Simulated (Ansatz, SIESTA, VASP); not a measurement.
One calculation of Ti2B, 3 ways

```
CELL_PARAMETERS angstrom
-2.82907 2.82907 2.36827
2.82907 -2.82907 2.36827
2.82907 2.82907 -2.36827
ATOMIC_POSITIONS crystal
Ti 0.14817 0.32525 0.50197
Ti 0.82852 0.65052 0.49905
Ti 0.33431 0.82476 0.16499
Ti 0.66358 0.16634 0.83366
B 0.24874 0.24725 0.99430
B 0.74978 0.74750 0.98854
```

The cell comes from a database or a generator and needn't be the stable form of this composition.

Atoms were shifted at random by some hundredths of an Å from the given cell, which wasn't relaxed again for these runs.

Alike in all runs: task single point; functional PBE; k mesh 7 × 7 × 7; occupations fermi-dirac, width 0.05 eV; no spin polarisation; no spin-orbit coupling. Pressure is positive in compression and, in plane waves, holds the error of the finite cutoff, which Ansatz's Pulay term estimates and takes out.

| program and potentials | plane-wave cutoff (eV) | notes | pressure (GPa) | largest force (eV/Å) | energy over the undisturbed cell (meV/atom) |
| --- | --- | --- | --- | --- | --- |
| Ansatz, Ansatz PAW | 420 | Pulay term of +0.07 GPa included | 0.80 | 0.602 | 8.07 |
| VASP, PBE PAW files B, Ti_sv, 520 eV | 520 | - | ? | ? | - |
| SIESTA, files PseudoDojo sr-pbe-0.4.1-standard, DZP (energy shift 0.003 Ry; two zetas on semicore shells) | - | atomic basis | 1.92 | 0.613 | 8.45 |

Problem. Estimate from the other rows what the run with VASP, PBE PAW files B, Ti_sv, 520 eV gave.

Solution. Pressure 0.67 GPa; largest force 0.603 eV/Å. The other rows, which needn't bracket it: pressure 0.80 to 1.92; largest force 0.602 to 0.613; energy over the undisturbed cell 8.07 to 8.45.
